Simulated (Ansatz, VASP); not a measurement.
## One calculation of CsBa3, two programs

```
Ba Cs
1.0
     0.00000    5.15072    5.15072
     5.15072    0.00000    5.15072
     5.15072    5.15072    0.00000
Ba Cs
3 1
Direct
  0.50000 0.50000 0.50000
  0.75000 0.75000 0.75000
  0.25000 0.25000 0.25000
  0.00000 0.00000 0.00000
```

Change from the starting cell: volume scaled by 0.96.

Alike in both runs: task single point; functional PBE; k mesh 5 × 5 × 5; occupations fermi-dirac, width 0.05 eV; no spin polarisation.

|  | VASP | Ansatz |
| --- | --- | --- |
| version | VASP 6.6.1 | Ansatz 0.2.0 |
| potentials or method | VASP PAW PBE potentials, release 64 (Ba_sv, Cs_sv) | Ansatz PAW |
| plane-wave cutoff (eV) | 520 | 420 |
| valence electrons in the cell | 39 | 39 |

```tsv
	VASP	Ansatz	Ansatz less VASP
gap on the k mesh at the Fermi level (eV)	none	none	-
pressure (GPa)	0.3	0.3	-0.02
```

A gap of «none» marks a metal or a gap that the smearing closes.

Spin-orbit coupling is left out, which matters for the levels of Ba, Cs.
